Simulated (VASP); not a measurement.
## InO: work function with PBE

InO, a sheet with vacuum:

```
CELL_PARAMETERS angstrom
3.55141 0.00000 0.00000
-1.77570 3.07561 0.00000
0.00000 0.00000 25.91362
ATOMIC_POSITIONS crystal
In 0.00000 0.00000 0.32019
O 0.66667 0.33333 0.29725
```

The cell was built by a generator and needn't be a form met in nature.

| Quantity | Value |
| --- | --- |
| Program | VASP 6.6.1 |
| Task | work function |
| Functional | PBE |
| Potentials or basis | VASP PAW PBE potentials, release 64 (In_d, O) |
| Cutoff | 520 eV |
| k mesh | 9 × 9 × 1 |
| Occupations | gaussian, width 0.05 eV |
| Spin | no spin polarisation |
| Dipole correction | yes |
| Further INCAR settings | ALGO = Normal; EDIFF = 1e-07 |

```
Largest force                   : 0.031 eV/Å
Band gap on the k mesh          : none (metal or under the smearing width)
Work function of the upper face : 3.56 eV
Work function of the lower face : 4.34 eV
```

Forces in eV/Å, atoms in the order of the input:
```
In   0.000  0.000  0.031
O    0.000  0.000 -0.031
```

Levels at points of the mesh, in eV from the Fermi level:
```tsv
k point	band 5	band 6	band 7	band 8	band 9	band 10	band 11	band 12	band 13
(0.00, 0.00, 0.00)	-14.82	-14.75	-5.28	-3.42	-3.42	-2.16	1.40	3.43	3.94
```

It took 3.8 min on 1 thread of AMD EPYC 7R13 Processor (Zen 3), with other jobs on the host, peak memory 0.41 GiB.

Caveat: an odd number of electrons without spin polarisation forces a metal; a magnetic or distorted state may lie lower.
